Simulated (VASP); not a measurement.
A VASP calculation is set up with these files.

INCAR:
```
IBRION = 2   ! conjugate gradients
ALGO = Normal   ! blocked Davidson
EDIFFG = -0.01
LMIXTAU = .True.
ISMEAR = 1   ! Methfessel-Paxton
EDIFF = 1E-6
LASPH = .True.
NELM = 100
SIGMA = 0.1
LCHARG = .False.
SYSTEM = Tc
LREAL = .False.
LMAXMIX = 4
LWAVE = .False.
PREC = Accurate
ENCUT = 520   ! plane-wave cut-off (eV)
NSW = 60   ! most ionic steps
METAGGA = R2SCAN
ISIF = 3
```

### KPOINTS
```
Automatic mesh
0
Gamma
  14 14 8
0 0 0
```

POSCAR:
```
Tc
1
    1.3700000000    -2.3729100000     0.0000000000
    1.3700000000     2.3729100000     0.0000000000
    0.0000000000     0.0000000000     4.3900000000
Tc
2
Direct
  0.3333330000   0.6666670000   0.2500000000
  0.6666670000   0.3333330000   0.7500000000
```

POTCAR, in this order: Tc_pv (PBE.64 set). Program: vasp_std.

Q: Write an equivalent input for Ansatz.

A: One equivalent input (not run):
Ansatz 0.2 input:
```yaml
crystal:
  lattice:
    - [1.3700000, -2.3729100, 0.0000000]
    - [1.3700000, 2.3729100, 0.0000000]
    - [0.0000000, 0.0000000, 4.3900000]
  atoms:
    - { symbol: Tc, position: [0.3333330, 0.6666670, 0.2500000] }
    - { symbol: Tc, position: [0.6666670, 0.3333330, 0.7500000] }
kpoints:
  mp_grid: { grid: [14, 14, 8] }
hamiltonian:
  xc: r2scan
  pseudopotentials: { kind: paw }
scf:
  occupations: { method: methfessel_paxton, width: 0.1 }
  max_iter: 100
relax:
  max_steps: 60
  f_tol: 0.01
  cell: {}
output: { forces: true, stress: true, eigenvalues: true }
```
The two are equivalent in intent, not identical: each code has its own PAW files, so the cut-off isn't converted (ENCUT is set for VASP's; basis.ecutwfc is left out, and Ansatz then takes the one that its files recommend); Ansatz stops its SCF on the density residual and VASP on the energy change (EDIFF).

The compound is Tc in the hcp structure. This run relaxes it. Symmetry was kept, so distortions that lower it aren't found.
